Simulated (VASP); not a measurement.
Method: PBE GGA with D3 dispersion (Becke-Johnson damping), VASP's PBE PAW potentials (set 64) (plane waves; VASP 6.6.1).

VASP ran on this input.

**KPOINTS**
```
Automatic mesh
0
G
 12 12 1
0 0 0
```

**INCAR**
```
SYSTEM = PtS2 monolayer
PREC = Normal
ENCUT = 400
EDIFF = 1E-5
NELM = 100
ALGO = Normal
LREAL = .FALSE.
LASPH = .TRUE.
ISMEAR = 0
SIGMA = 0.05
GGA = PE
IVDW = 12
LMAXMIX = 6
LWAVE = .TRUE.
LCHARG = .FALSE.
NELMIN = 4
IBRION = 2
ISIF = 4
NSW = 50
EDIFFG = -0.03
```

File POSCAR:
```
PtS2 monolayer
1.0
  3.5792346244   0.0000000000   0.0000000000
 -1.7896173122   3.0997081836   0.0000000000
  0.0000000000   0.0000000000  16.9842702981
S Pt
2 1
Cartesian
  1.7896191018   1.0332350280   7.4173535403
 -0.0000017896   2.0664731556   9.5669167578
  0.0000000000   0.0000000000   8.4921351491
```

POTCAR, in this order: S Pt (PBE.64 set). Program: vasp_std.

Q: What will the output report for the number of irreducible k-points (NKPTS), largest plane-wave count, number of space-group operations, FFT grid (NGX, NGY, NGZ)?

A: 
```yaml
number of irreducible k-points (NKPTS): 19
largest_plane_wave_count: 3441
number_of_space_group_operations: 12
FFT grid (NGX, NGY, NGZ): 18 × 18 × 84
```

The cell is a sheet with vacuum, built from PtS2 (1T layered).
